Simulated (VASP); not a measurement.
## ScPd3: electric field gradients with LDA

The system is ScPd3.

```
CELL_PARAMETERS angstrom
3.90250 0.00000 0.00000
0.00000 3.90250 0.00000
0.00000 0.00000 3.90250
ATOMIC_POSITIONS crystal
Sc 0.00000 0.00000 0.00000
Pd 0.00000 0.50000 0.50000
Pd 0.50000 0.00000 0.50000
Pd 0.50000 0.50000 0.00000
```

The cell comes from a database or a generator and needn't be the stable form of this composition.

```yaml
Program: VASP 6.6.1
Task: electric field gradients
Functional: LDA
Potentials_or_basis: VASP PAW LDA potentials, release 64 (Sc_sv, Pd)
Cutoff: 520 eV
k_mesh: 9 × 9 × 9
Occupations: fermi-dirac, width 0.05 eV
Spin: no spin polarisation
Dipole_correction: no
Further_INCAR_settings: ALGO = Fast; EDIFF = 1e-08; NBANDS = 28
```

| Item | Value |
| --- | --- |
| Pressure | 0.6 GPa |
| Band gap on the k mesh | none (metal or under the smearing width) |

Levels at points of the mesh, in eV from the Fermi level:
```tsv
k point	band 17	band 18	band 19	band 20	band 21	band 22	band 23	band 24
(0.00, 0.00, 0.00)	-0.30	0.17	0.17	0.17	3.18	3.18	3.43	3.43
```

Electric field gradients, principal values (V/Å²):
```
atom     Vxx     Vyy      Vzz
1 Sc   0.000   0.000    0.000
2 Pd  26.942  26.942  -53.884
3 Pd  26.942  26.942  -53.884
4 Pd  26.942  26.942  -53.884
```

Run time: 34 s on 1 thread of Intel(R) Xeon(R) 6975P-C (Granite Rapids), with other jobs on the host, peak memory 0.17 GiB.
